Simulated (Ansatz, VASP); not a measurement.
# One calculation of Hf7BiO16 (a cell with a defect), two programs

```
Bi Hf O
1.0
     0.00000    5.11500    5.11500
     5.11500    0.00000    5.11500
     5.11500    5.11500    0.00000
Bi Hf O
1 7 16
Direct
  0.00000 0.00000 0.00000
  0.00000 0.00000 0.50000
  0.00000 0.50000 0.00000
  0.00000 0.50000 0.50000
  0.50000 0.00000 0.00000
  0.50000 0.00000 0.50000
  0.50000 0.50000 0.00000
  0.50000 0.50000 0.50000
  0.12500 0.12500 0.12500
  0.12500 0.12500 0.62500
  0.12500 0.62500 0.12500
  0.12500 0.62500 0.62500
  0.62500 0.12500 0.12500
  0.62500 0.12500 0.62500
  0.62500 0.62500 0.12500
  0.62500 0.62500 0.62500
  0.37500 0.37500 0.37500
  0.37500 0.37500 0.87500
  0.37500 0.87500 0.37500
  0.37500 0.87500 0.87500
  0.87500 0.37500 0.37500
  0.87500 0.37500 0.87500
  0.87500 0.87500 0.37500
  0.87500 0.87500 0.87500
```

Alike in both runs: task electric field gradients; functional PBE; k mesh 3 × 3 × 3; occupations fermi-dirac, width 0.01 eV; collinear spin.

```csv
,VASP,Ansatz
version,VASP 6.6.1,Ansatz 0.2.0
potentials or method,"VASP PAW PBE potentials, release 64 (Bi_d, Hf_pv, O)","plane-wave PAW, scalar-relativistic"
plane-wave cutoff (eV),520,420
valence electrons in the cell,181,293
```

|  | VASP | Ansatz | Ansatz less VASP |
| --- | --- | --- | --- |
| pressure (GPa) | 0.8 | 3.8 | +3.00 |
| rms of the force components (eV/Å) | 0.524 | 0.481 | -0.0433 |
| net moment per atom (μB) | 0.00 | 0.00 | 0.000 |
| Vzz of the field gradient on the site that differs most (V/Å²) | 23.9 | 23.0 | -0.89 |

Atom by atom the forces differ by 0.043 eV/Å (rms over components). The two sets of potentials don't hold the same shells in valence. Ansatz warned: «gradients_without_spin_orbit».
